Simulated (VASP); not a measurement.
VASP runs on GaAs (zinc blende) share one base input (PBE GGA, plane waves, VASP's PBE PAW potentials (set 64)) and change the settings named in each case.

### KPOINTS
```
Automatic mesh
0
Gamma
7 7 7
0 0 0
```

### INCAR
```
SYSTEM = GaAs
PREC = Accurate
ENCUT = 400
EDIFF = 1E-6
NELM = 100
ALGO = Normal
LREAL = .FALSE.
LASPH = .TRUE.
ISMEAR = 0
SIGMA = 0.05
GGA = PE
LMAXMIX = 4
LWAVE = .FALSE.
LCHARG = .FALSE.
ISIF = 2
```

### POSCAR
```
GaAs
1
    0.0000000000     2.8250000000     2.8250000000
    2.8250000000     0.0000000000     2.8250000000
    2.8250000000     2.8250000000     0.0000000000
Ga As
1 1
Direct
  0.0000000000   0.0000000000   0.0000000000
  0.2500000000   0.2500000000   0.2500000000
```

POTCAR, in this order: Ga_d As (PBE.64 set). Program: vasp_std.

| change | pressure (GPa) | electronic steps |
|---|---|---|
| base run | 3.39 | 12 |
| EDIFF = 1E-2 | -0.57 | 8 |
| EDIFF = 1E-3 | 2.86 | 9 |
| EDIFF = 1E-4 | 3.66 | 10 |
| EDIFF = 1E-5 | 3.39 | 12 |
| EDIFF = 1E-8 | 3.41 | 16 |

Left out are runs that ran out of time, are held back, or changed the cell or the kind of run, fixed moments of cells without a moment, rows past the twelfth, gaps on odd meshes, pressures of charged cells and columns that move by less than the noise.

The compound is GaAs in the zinc blende structure. The cell was not relaxed at this level.
